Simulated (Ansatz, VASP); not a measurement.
# Si2O: VASP beside Ansatz, part 2 of 3

Aim: how closely do two programs agree when they are given the same cell, functional and k mesh? Of the first pair: The structure shown is frame 165 of Ansatz's trajectory.

VASP 6.6.1 and Ansatz 0.2.0.

So far: Set-up; Ansatz: dynamics, PBEsol.

## Step 3: VASP: single point, PBEsol, pair 1

Level of this step: PBEsol; plane waves and PAW (Si, O) (VASP).

The same cell, functional, mesh and smearing now go to VASP, with its own data sets.

Lines of VASP's logs that name or quote its potential files are left out, and so is its time.

INCAR reads:

```
SYSTEM = Si2O
PREC = Accurate
ENCUT = 520
EDIFF = 1E-06
NELM = 120
ISMEAR = -1
SIGMA = 0.1
LREAL = .FALSE.
ALGO = Normal
GGA = PS
NBANDS = 92
LORBIT = 11
LWAVE = .FALSE.
LCHARG = .FALSE.
ISIF = 2
LASPH = .TRUE.
GGA_COMPAT = .FALSE.
EFERMI = MIDGAP
```

POSCAR reads:

```
Si2O
1.0
    8.1669974226      0.0000000000      0.0000000000
    0.0000000000      8.1669974226      0.0000000000
    0.0000000000      0.0000000000      8.1669974226
Si O
20 10
Direct
    0.9932023460      0.5776730120      0.8360082227
    0.2033241734      0.6427190715      0.4403746951
    0.9334468478      0.1811238480      0.7586708651
    0.5516529230      0.9124501471      0.2413865094
    0.3950295112      0.8468141524      0.9193056654
    0.1621780847      0.7781645654      0.6837678171
    0.5243722727      0.4058235639      0.3643294893
    0.0617657324      0.4797621203      0.1198373098
    0.1661730658      0.3565467025      0.8548664385
    0.0399053634      0.0105758056      0.5381887336
    0.8015270070      0.7213527439      0.0613265775
    0.8493884155      0.8736431584      0.2944293815
    0.1845779938      0.0190763593      0.0237129470
    0.7978206265      0.4989920762      0.5514299524
    0.6545741015      0.9629398166      0.5748347596
    0.2333092447      0.9399650328      0.2991036820
    0.5576823114      0.5464665616      0.0115343492
    0.5504429312      0.1847008052      0.5019613437
    0.6208335497      0.7575141365      0.7897765441
    0.8260198517      0.0392365224      0.0222463126
    0.4118938486      0.7171188745      0.0491573560
    0.7226466098      0.3193402502      0.5976812220
    0.4695728187      0.4201058017      0.1370548982
    0.3653081843      0.5247743789      0.4702179762
    0.1827835767      0.5796406874      0.2400703586
    0.9778724064      0.0255311701      0.2671344054
    0.8508625190      0.9563626653      0.4880427645
    0.2140921454      0.0636631767      0.4631554051
    0.0061608933      0.9988280365      0.9188888660
    0.9576502349      0.5238272744      0.4262928981
```

KPOINTS reads:

```
Automatic mesh
0
Gamma
1 1 1
0 0 0
```

PAW data sets: Si and O (PBE family, release 64).

The run is started by

```console
$ mpirun -np 4 vasp_gam
```

Numbers of over 12 decimals in the logs are rounded to 6 here.

Output:

```text
[banner, memory and clock lines left out]
running    4 mpi-ranks, on    1 nodes
 distrk:  each k-point on    4 cores,    1 groups
 distr:  one band on    1 cores,    4 groups

 POSCAR found type information on POSCAR SiO
 POSCAR found :  2 types and      30 ions
|                                                                             |
|               ----> ADVICE to this user running VASP <----                  |
|                                                                             |
|     You have a (more or less) 'large supercell' and for larger cells it     |
|     might be more efficient to use real-space projection operators.         |
|     Therefore, try LREAL= Auto in the INCAR file.                           |
|     Mind: For very accurate calculation, you might also keep the            |
|     reciprocal projection scheme (i.e. LREAL=.FALSE.).                      |
|                                                                             |

|                                                                             |
|               ----> ADVICE to this user running VASP <----                  |
|                                                                             |
|     You enforced a specific xc type in the INCAR file but a different       |
|     [... a line on the potential file left out ...]
|     I HOPE YOU KNOW WHAT YOU ARE DOING!                                     |
|                                                                             |

 LDA part: xc-table for (Slater+PW92), standard interpolation
 POSCAR, INCAR and KPOINTS ok, starting setup
 FFT: planning ... GRIDC
 FFT: planning ... GRID_SOFT
 FFT: planning ... GRID
 WAVECAR not read
 entering main loop
       N       E                     dE             d eps       ncg     rms          rms(c)
DAV:   1     0.103993281920E+04    0.10399E+04   -0.71000E+04   184   0.141E+03
DAV:   2    -0.645206845048E+02   -0.11045E+04   -0.10465E+04   232   0.283E+02
DAV:   3    -0.191797710611E+03   -0.12728E+03   -0.12487E+03   224   0.100E+02
DAV:   4    -0.195496233426E+03   -0.36985E+01   -0.36757E+01   224   0.186E+01
DAV:   5    -0.195575318301E+03   -0.79085E-01   -0.78974E-01   224   0.265E+00    0.301E+01
DAV:   6    -0.179769313300E+03    0.15806E+02   -0.77983E+01   224   0.332E+01    0.178E+01
DAV:   7    -0.179432667491E+03    0.33665E+00   -0.74714E+00   192   0.976E+00    0.730E+00
DAV:   8    -0.179204056651E+03    0.22861E+00   -0.14052E+00   216   0.432E+00    0.313E+00
DAV:   9    -0.179141959418E+03    0.62097E-01   -0.33314E-01   224   0.224E+00    0.982E-01
DAV:  10    -0.179139012020E+03    0.29474E-02   -0.63623E-02   232   0.104E+00    0.537E-01
DAV:  11    -0.179141649624E+03   -0.26376E-02   -0.32314E-02   216   0.662E-01    0.306E-01
DAV:  12    -0.179141678051E+03   -0.28427E-04   -0.34955E-03   232   0.283E-01    0.167E-01
DAV:  13    -0.179142169795E+03   -0.49174E-03   -0.30110E-03   208   0.198E-01    0.648E-02
DAV:  14    -0.179142285916E+03   -0.11612E-03   -0.28154E-04   216   0.702E-02    0.321E-02
DAV:  15    -0.179142329432E+03   -0.43516E-04   -0.14797E-04   200   0.459E-02    0.169E-02
DAV:  16    -0.179142348780E+03   -0.19348E-04   -0.57653E-05   248   0.275E-02    0.133E-02
DAV:  17    -0.179142353112E+03   -0.43318E-05   -0.10899E-05   232   0.146E-02    0.665E-03
DAV:  18    -0.179142356908E+03   -0.37960E-05   -0.12467E-05   200   0.123E-02    0.431E-03
DAV:  19    -0.179142357241E+03   -0.33297E-06   -0.13774E-06   128   0.480E-03
   1 F= -.17914236E+03 E0= -.17903214E+03  d E =-.220432E+00
```

From OUTCAR (step 3):

```text
ion  position               nearest neighbor table
   1  0.993  0.578  0.836-   9 2.30   6 2.48   8 2.52  11 2.69  14 2.89
   2  0.203  0.643  0.440-  24 1.65  25 1.72  30 2.23   6 2.30  16 2.70
   3  0.933  0.181  0.759-  29 2.07  10 2.44  22 2.44   9 2.51  20 2.60
   4  0.552  0.912  0.241-  12 2.49  21 2.51  16 2.65  15 2.88  11 2.96   5 2.97  20 3.05  18 3.08

  LATTYP: Found a simple cubic cell.
 ALAT       =     8.1669974226

 Subroutine GETGRP returns: Found  1 space group operations
 (whereof  1 operations were pure point group operations)

The static configuration has the point symmetry C_1 .

 Found      1 irreducible k-points:

   k-points           NKPTS =      1   k-points in BZ     NKDIM =      1   number of bands    NBANDS=     92

   dimension x,y,z NGX =    64 NGY =   64 NGZ =   64
   dimension x,y,z NGXF=   128 NGYF=  128 NGZF=  128

   ENCUT  =  520.0 eV  38.22 Ry    6.18 a.u.  15.19 15.19 15.19*2*pi/ulx,y,z

   NELECT =     140.0000    total number of electrons

 k-points in reciprocal lattice and weights: Automatic mesh
   0.00000000  0.00000000  0.00000000       1.000

 average (electrostatic) potential at core
       1 -84.6898       2 -85.6961       3 -85.5556       4 -85.0230       5 -84.9837
       6 -84.4485       7 -85.7800       8 -85.4146       9 -84.9107      10 -86.0435
      11 -85.0952      12 -85.9262      13 -85.6245      14 -85.4265      15 -85.3558
      16 -85.4486      17 -85.4456      18 -85.1775      19 -85.0999      20 -85.7669
      21 -72.0294      22 -72.0911      23 -71.6302      24 -71.3492      25 -71.5738
      26 -72.1502      27 -74.0318      28 -72.4054      29 -73.4589      30 -71.2230

 E-fermi :   4.2761

 k-point     1 :       0.0000    0.0000    0.0000
  band No.  band energies     occupation
    ...
     66       3.3701      1.99977
     67       3.4821      1.99929
     68       3.7562      1.98903
     69       3.8272      1.97779
     70       4.1154      1.66610
     71       4.4396      0.32649
     72       4.6683      0.03885
     73       4.9374      0.00268
     74       5.3526      0.00004
     75       5.4704      0.00001
    ...

  Total       -3.7832966      5.5830949     -2.1160889     -1.2849931    -12.8118990     -8.8821962
  in kB      -11.1274005     16.4209521     -6.2238232     -3.7794110    -37.6822507    -26.1242415
  external PRESSURE =      -0.3100905 kB  Pullay stress =       0.0000000 kB

  energy-cutoff  :      520.00
  volume of cell :      544.74
      direct lattice vectors                 reciprocal lattice vectors
     8.166997423  0.000000000  0.000000000     0.122444021  0.000000000  0.000000000
     0.000000000  8.166997423  0.000000000     0.000000000  0.122444021  0.000000000
     0.000000000  0.000000000  8.166997423     0.000000000  0.000000000  0.122444021

 POSITION                                       TOTAL-FORCE (eV/Angst)
 -----------------------------------------------------------------------------------
      8.11148      4.71785      6.82768        -0.901814      1.700319     -0.700369
      1.66055      5.24909      3.59654        -0.188121     -1.618153     -2.148126
      7.62346      1.47924      6.19606        -0.114687      0.212801      0.487358
      4.50535      7.45198      1.97140         0.002024      1.405290      1.447108
      3.22620      6.91593      7.50797        -2.458211      4.558600     -4.759267
      1.32451      6.35527      5.58433        -0.246810      0.228953      1.399881
      4.28255      3.31436      2.97548        -2.523084      4.731912     -2.336670
      0.50444      3.91822      0.97871        -0.870085      0.300815      0.789139
      1.35714      2.91192      6.98169        -0.402756     -1.506516      0.186680
      0.32591      0.08637      4.39539         0.643717      0.315199      3.530535
      6.54607      5.89129      0.50085         1.018700     -1.160432     -0.683030
      6.93695      7.13504      2.40460        -1.638712     -0.196011     -1.738522
      1.50745      0.15580      0.19366         1.972323      0.614003      0.100247
      6.51580      4.07527      4.50353         0.296776      1.581866     -1.035442
      5.34590      7.86433      4.69467         0.184997     -3.503693      1.344195
      1.90544      7.67669      2.44278         1.237550     -0.629222     -0.857953
      4.55459      4.46299      0.09420        -0.748124      1.305234      0.013099
      4.49547      1.50845      4.09952        -0.110278      1.071110      0.922137
      5.07035      6.18662      6.45010         1.603110      0.054342     -2.139350
      6.74610      0.32044      0.18169        -1.532911     -0.169938     -0.031033
      3.36394      5.85671      0.40147         0.997372     -5.297899      4.478375
      5.90185      2.60805      4.88126         0.421606     -1.734070      0.702299
      3.83500      3.43100      1.11933         0.999100     -0.956947      2.564925
      2.98347      4.28583      3.84027         1.641458     -1.219508     -0.753508
      1.49279      4.73392      1.96065        -0.032836      0.342565     -0.383347
      7.98628      0.20851      2.18169         0.991668      0.722282     -2.278137
      6.94899      7.81061      3.98584        -2.652834     -2.273334      1.346466
      1.74849      0.51994      3.78259         1.547455      1.051555     -0.946019
      0.05032      8.15743      7.50456         1.304546     -0.081684      0.196083
      7.82113      4.27810      3.48153        -0.441140      0.150559      1.282243
 -----------------------------------------------------------------------------------
    total drift:                                0.000465     -0.000494     -0.000575

  FREE ENERGIE OF THE ION-ELECTRON SYSTEM (eV)
  ---------------------------------------------------
  free  energy   TOTEN  =      -179.1423572411 eV

  energy  without entropy=     -178.9219251187  energy(sigma->0) =     -179.03214118

 total charge
# of ion       s       p       d       tot
------------------------------------------
    1        0.826   0.790   0.000   1.616
    2        0.713   0.801   0.000   1.514
    3        0.834   0.693   0.000   1.527
    4        0.847   0.693   0.000   1.541
    5        0.773   0.972   0.000   1.745
    6        0.797   0.839   0.000   1.636
    7        0.795   0.719   0.000   1.513
    8        0.825   0.739   0.000   1.564
    9        0.861   0.726   0.000   1.587
   10        0.730   0.897   0.000   1.627
   11        0.791   0.795   0.000   1.586
   12        0.753   0.867   0.000   1.620
   13        0.799   0.790   0.000   1.589
   14        0.752   0.801   0.000   1.552
   15        0.786   0.866   0.000   1.653
   16        0.792   0.787   0.000   1.579
   17        0.784   0.785   0.000   1.569
   18        0.826   0.863   0.000   1.690
   19        0.823   0.768   0.000   1.591
   20        0.876   0.655   0.000   1.531
   21        1.585   3.596   0.000   5.181
   22        1.578   3.478   0.000   5.056
   23        1.570   3.480   0.000   5.051
   24        1.557   3.508   0.000   5.065
   25        1.566   3.581   0.000   5.148
   26        1.589   3.463   0.000   5.051
   27        1.580   3.667   0.000   5.247
   28        1.582   3.572   0.000   5.154
   29        1.582   3.532   0.000   5.114
   30        1.582   3.383   0.000   4.965
--------------------------------------------------
tot         31.755  51.107   0.000  82.862
```

The run ends at a pressure of -0.03 GPa, with forces up to 7.0 eV/Å.

## Step 4: Side by side

Known differences besides the potentials themselves: the cutoff is 320 eV in Ansatz and 520 eV in VASP; Ansatz makes its cores anew for this functional, VASP keeps those of its PBE data sets; Ansatz's log warns that its cutoff lies below the recommended one. Total energies have different zeros and are not compared.

Forces on 9 of the 30 atoms, those with the largest forces and the largest differences (eV/Å; atoms numbered as in POSCAR):

```csv
atom,"Ansatz x, y, z","VASP x, y, z"
Si5,"-2.424, 4.433, -4.640","-2.458, 4.559, -4.759"
Si7,"-2.535, 4.756, -2.350","-2.523, 4.732, -2.337"
Si10,"0.707, 0.313, 3.450","0.644, 0.315, 3.531"
Si12,"-1.553, -0.077, -1.720","-1.639, -0.196, -1.739"
Si15,"0.196, -3.500, 1.336","0.185, -3.504, 1.344"
O21,"0.973, -5.218, 4.385","0.997, -5.298, 4.478"
O23,"1.052, -0.870, 2.493","0.999, -0.957, 2.565"
O27,"-2.631, -2.269, 1.341","-2.653, -2.273, 1.346"
O28,"1.430, 0.979, -0.957","1.547, 1.052, -0.946"
```

The forces differ by 48 meV/Å r.m.s., which is 2.8 % of the r.m.s. force of 1.702 eV/Å (both taken over all components).

## Step 5: Ansatz: dynamics, PBEsol

One frame of this run of dynamics is then solved in both programs, so the motion causes no difference.

The structure compared here is frame 132 of Ansatz's trajectory.

input.yaml reads:

```yaml
crystal:
  lattice:
    - [8.1669974226, 0.0, 0.0]
    - [0.0, 8.1669974226, 0.0]
    - [0.0, 0.0, 8.1669974226]
  atoms:
    - { symbol: Si, position: [1.0794755995, 0.7725231428, 0.7970691335] }
    - { symbol: Si, position: [0.3522431186, 0.552958262, 0.2779636219] }
    - { symbol: Si, position: [1.1322043575, 0.3872253873, 0.6699146493] }
    - { symbol: Si, position: [0.6739807209, 1.3089946535, 0.1788461761] }
    - { symbol: Si, position: [0.3609479007, 1.0936583833, 0.9018753175] }
    - { symbol: Si, position: [-0.0108877611, 0.6101834685, 0.2345561613] }
    - { symbol: Si, position: [0.5166272403, 0.7924824386, 0.4332256954] }
    - { symbol: Si, position: [0.9587089255, 0.2646457934, 0.0812442006] }
    - { symbol: Si, position: [0.6361402533, 0.2946122054, 0.9119724396] }
    - { symbol: Si, position: [0.1742709699, 1.1135191297, 0.6961869994] }
    - { symbol: Si, position: [0.8852830242, 0.5345383911, -0.061388571] }
    - { symbol: Si, position: [0.9283437248, -0.1427463614, 0.0883637658] }
    - { symbol: Si, position: [0.2877813646, 1.2015140826, 1.1400652385] }
    - { symbol: Si, position: [0.7264212274, 0.5004881614, 0.3831375207] }
    - { symbol: Si, position: [0.2952001426, 0.6254035921, 0.6876697036] }
    - { symbol: Si, position: [0.2972507599, 0.975350939, 0.3153840075] }
    - { symbol: Si, position: [0.3328011331, 0.3874193838, -0.1235075265] }
    - { symbol: Si, position: [0.8261344682, 0.3459995975, 0.7139140111] }
    - { symbol: Si, position: [0.3472239464, 0.7405732914, 0.944858394] }
    - { symbol: Si, position: [0.9934360656, 1.126269566, 0.8700131204] }
    - { symbol: O, position: [0.2512615508, 0.5508079973, 0.0164870873] }
    - { symbol: O, position: [0.7198538555, 0.3229115729, 0.5344315994] }
    - { symbol: O, position: [1.0919096078, 0.2505307093, 0.2222320523] }
    - { symbol: O, position: [0.4072769772, 0.3702552877, 0.1788579745] }
    - { symbol: O, position: [0.1756183993, 0.5876495539, 0.3813984737] }
    - { symbol: O, position: [-0.1730735169, -0.0252043041, -0.0422908559] }
    - { symbol: O, position: [0.8958219523, -0.1315818137, 0.2865189097] }
    - { symbol: O, position: [0.2118773605, 0.0739645106, 0.4893750169] }
    - { symbol: O, position: [0.1380277743, 0.8556174754, 1.0170200356] }
    - { symbol: O, position: [0.6286057496, 0.6348183831, 0.4566144267] }
kpoints:
  mp_grid: { grid: [1, 1, 1] }
scf:
  occupations: { method: fermi_dirac, width: 0.1 }
  n_extra_bands: 21
hamiltonian:
  xc: pbesol
  pseudopotentials: { kind: paw, azcp: { folder: soft_1 }, xc_functional: pbe }
output:
  forces: true
basis:
  ecutwfc: 320
md:
  timestep: 1.5
  n_steps: 396
  ensemble: nvt_langevin
  temperature: 1760
  seed: 0
```

The run is started by

```console
$ ansatz run input.yaml --threads 8 --pin off --max-ram 23552MiB --backend cpu --events-out ev --progress --plain --runs-dir out
```

Output:

```text
[...]
Crystal: 30 atoms, lattice volume = 544.737 Å³
Basis set: ecut = 320 eV, 7075 PW (Γ), exchange–correlation on 96×96×96 points (8 copies of the dense FFT grid, shifted against one another)
Bands: 91, of which v1, the nominal top of the filled ones, is band 70 counted from 1 (69 counted from 0)
Symmetry: 1 space group operations
k-points: 1
[...]
SCF iter   1: F=—  HF=-18045.412160 eV  |F-HF|=—  |Δ(HF+E_count)|=         —  Δρ=7.83e-2  dr2=1.33e2  ethr=3.10e-3  ⟨swp⟩=11.0  Hψ=571  notcnv=0  defer=1
[...]
md step    66: t =    99.00 fs  T =  1922.5 K  F+E_penalty+E_count = -18030.80489406 eV  E_kin = 7.454969 eV  (7 SCF iters)
[...]
md step    67: t =   100.50 fs  T =  1880.1 K  F+E_penalty+E_count = -18030.96421144 eV  E_kin = 7.290772 eV  (7 SCF iters)
[...]
md step    70: t =   105.00 fs  T =  1863.5 K  F+E_penalty+E_count = -18031.04669925 eV  E_kin = 7.226101 eV  (9 SCF iters)
[...]
md step    71: t =   106.50 fs  T =  1843.4 K  F+E_penalty+E_count = -18031.04183927 eV  E_kin = 7.148349 eV  (7 SCF iters)
[...]
```

(Continued in part 3 of 3.)

[Lines on the potential files, build, host, timing and source positions are cut from VASP's logs without a mark.]

[Logs are printed without paths, hosts, clocks, repeated set-up lines and the standing remarks that a program may print on its own settings, such as how far it seeks lower states.]

[Hosts, paths, dates, database ids (printed as entryN), source tags and the programs' standing remarks are cut or masked in the printed files.]
